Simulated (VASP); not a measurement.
Output of a VASP run:

**OSZICAR**
```
       N       E                     dE             d eps       ncg     rms          rms(c)
DAV:   1     0.200045046958E+03    0.20005E+03   -0.12669E+04  3624   0.154E+03
DAV:   2    -0.150058369603E+02   -0.21505E+03   -0.21359E+03  3776   0.455E+02
DAV:   3    -0.221822878807E+02   -0.71765E+01   -0.71236E+01  4600   0.946E+01
DAV:   4    -0.222767631198E+02   -0.94475E-01   -0.94462E-01  4200   0.112E+01
DAV:   5    -0.222790753277E+02   -0.23122E-02   -0.23122E-02  4968   0.139E+00    0.184E+01
DAV:   6    -0.190613673885E+02    0.32177E+01   -0.19260E+01  3776   0.525E+01    0.400E+00
DAV:   7    -0.190586813431E+02    0.26860E-02   -0.23426E-01  3872   0.679E+00    0.238E+00
DAV:   8    -0.190560522454E+02    0.26291E-02   -0.29545E-02  4856   0.149E+00    0.120E+00
DAV:   9    -0.190558851523E+02    0.16709E-03   -0.80083E-02  4416   0.208E+00    0.439E-01
DAV:  10    -0.190573925874E+02   -0.15074E-02   -0.43023E-03  5088   0.560E-01    0.339E-01
DAV:  11    -0.190609041452E+02   -0.35116E-02   -0.10547E-01  4608   0.201E+00    0.226E-01
DAV:  12    -0.190612019951E+02   -0.29785E-03   -0.37722E-03  4240   0.500E-01    0.883E-02
DAV:  13    -0.190612353357E+02   -0.33341E-04   -0.14771E-04  3880   0.151E-01    0.582E-02
DAV:  14    -0.190612818472E+02   -0.46511E-04   -0.40717E-04  4736   0.120E-01    0.307E-02
DAV:  15    -0.190612941272E+02   -0.12280E-04   -0.69142E-04  4608   0.160E-01    0.396E-03
DAV:  16    -0.190612958909E+02   -0.17637E-05   -0.82238E-06  3584   0.351E-02    0.315E-03
DAV:  17    -0.190612957495E+02    0.14136E-06   -0.93188E-08  1792   0.356E-03
   1 F= -.19061296E+02 E0= -.19061468E+02  d E =-.190613E+02  mag=     0.0000
```

File OUTCAR:
```
------------------------ aborting loop because EDIFF is reached ----------------------------------------
  FORCE on cell =-STRESS in cart. coord.  units (eV):
  Direction    XX          YY          ZZ          XY          YZ          ZX
  --------------------------------------------------------------------------------------
  Total        0.0030801      0.0030801      0.0030801     -0.0000000      0.0000000     -0.0000000
  in kB        0.2115408      0.2115408      0.2115408     -0.0000000      0.0000000     -0.0000000
  external PRESSURE =       0.2115408 kB  Pullay stress =       0.0000000 kB
  volume of cell :       23.33
      direct lattice vectors                 reciprocal lattice vectors
     2.857316657  0.000000000  0.000000000     0.349978711  0.000000000  0.000000000
     0.000000000  2.857316657  0.000000000     0.000000000  0.349978711  0.000000000
     0.000000000  0.000000000  2.857316657     0.000000000  0.000000000  0.349978711
 POSITION                                       TOTAL-FORCE (eV/Angst)
 -----------------------------------------------------------------------------------
      0.00000      0.00000      0.00000         0.000000      0.000000      0.000000
      1.42866      1.42866      1.42866        -0.000000     -0.000000     -0.000000
 -----------------------------------------------------------------------------------
    total drift:                               -0.000000      0.000000      0.000000
  FREE ENERGIE OF THE ION-ELECTRON SYSTEM (eV)
  ---------------------------------------------------
  free  energy   TOTEN  =       -19.0612957495 eV

  energy  without entropy=      -19.0618121235  energy(sigma->0) =      -19.06146787

 total charge

# of ion       s       p       d       tot
------------------------------------------
    1        0.437   6.398   4.205  11.040
    2        0.437   6.398   4.205  11.040
--------------------------------------------------
tot          0.874  12.796   8.411  22.080

 magnetization (x)

# of ion       s       p       d       tot
------------------------------------------
    1        0.013   0.008   1.029   1.049
    2       -0.013  -0.008  -1.029  -1.049
--------------------------------------------------
tot          0.000   0.000   0.000   0.000

 reached required accuracy - stopping structural energy minimisation
```
(Selected blocks of OUTCAR.)

### POSCAR
```
Cr
1
    2.8573166568     0.0000000000    -0.0000000000
   -0.0000000000     2.8573166568    -0.0000000000
    0.0000000000     0.0000000000     2.8573166568
Cr
2
Direct
  0.0000000000   0.0000000000   0.0000000000
  0.5000000000   0.5000000000   0.5000000000
```

Reconstruct the remaining input files.

Several could match; the one computed here: the input of the run itself, PBE GGA, plane waves, VASP's PBE PAW potentials (set 64).

INCAR:
```
# general
SYSTEM  = Cr
PREC    = Accurate
ENCUT   = 400
LREAL   = .FALSE.
LASPH   = .TRUE.

# electronic loop
EDIFF   = 1E-6
NELM    = 100
ALGO    = Normal
LMAXMIX = 4

# smearing
ISMEAR  = 1
SIGMA   = 0.1

# functional
GGA     = PE

# spin
ISPIN   = 2
MAGMOM  = 1.0 -1.0

# ions
IBRION  = 2
NSW     = 60
ISIF    = 3
EDIFFG  = -0.01

# output
LWAVE   = .FALSE.
LCHARG  = .FALSE.
LORBIT  = 10
```

File KPOINTS:
```
Regular mesh
0
gamma
 11 11 11
0 0 0
```

POTCAR, in this order: Cr_pv (PBE.64 set). Program: vasp_std.

The compound is Cr in the bcc, AFM order structure. It was relaxed first. The start is the result of an earlier pass.
